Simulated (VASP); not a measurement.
Here is the system:

```xyz
5
Lattice="4.2034 0.0000 0.0000 0.0000 4.2034 0.0000 0.0000 0.0000 4.2034" Properties=species:S:1:pos:R:3 pbc="T T T"
Ba     0.0000     0.0000     0.0000
Hf     2.1017     2.1017     2.1017
O      2.1017     0.0000     2.1017
O      0.0000     2.1017     2.1017
O      2.1017     2.1017     0.0000
```

Calculation: MS2 meta-GGA, VASP's PBE PAW potentials (set 64) (plane waves; VASP). Settings: 520 eV cut-off, 5×5×5 Γ-centred mesh, Gaussian smearing of 0.050 eV, potentials Ba_sv Hf_pv O.

Q: The job: BaHfO3 (cubic perovskite), 5 atoms, MS2, static run, 520 eV, 5×5×5 Γ-centred mesh. Roughly how much core time does it take on a busy server core?

A: About 2 core-minutes (one run on a shared machine, a rough figure). It had 10 irreducible k-points, 23 bands, up to 2007 plane waves and 25 electronic steps.

The compound is BaHfO3 in the cubic perovskite structure. This cell is one point of a volume scan, at 1.03 of the reference volume.
